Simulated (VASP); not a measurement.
NiSb (NiAs type): the bulk modulus from VASP (plane waves, PAW) at several levels of theory. Static lattice, third-order Birch-Murnaghan fit over five volumes.

```tsv
level	bulk modulus (GPa)
LDA	140
PBE	112
PBEsol	130
SCAN	131
r2SCAN	125
```

The cell of the LDA run:

```yaml
crystal:
  lattice:
    - [1.93944, -3.35921, 0.00000]
    - [1.93944, 3.35921, 0.00000]
    - [0.00000, 0.00000, 5.03203]
  atoms:
    - { symbol: Ni, position: [0.00000, 0.00000, 0.50000] }
    - { symbol: Ni, position: [0.00000, 0.00000, 0.00000] }
    - { symbol: Sb, position: [0.33333, 0.66667, 0.25000] }
    - { symbol: Sb, position: [0.66667, 0.33333, 0.75000] }
```

Only levels that ran to the end are used. Left out are those held back, those with too coarse a band path, GW runs whose mesh misses a band edge, hybrids' fits of cells that aren't cubic and levels without matching references; a question may draw on a part of the rest.

The compound is NiSb in the NiAs type structure.
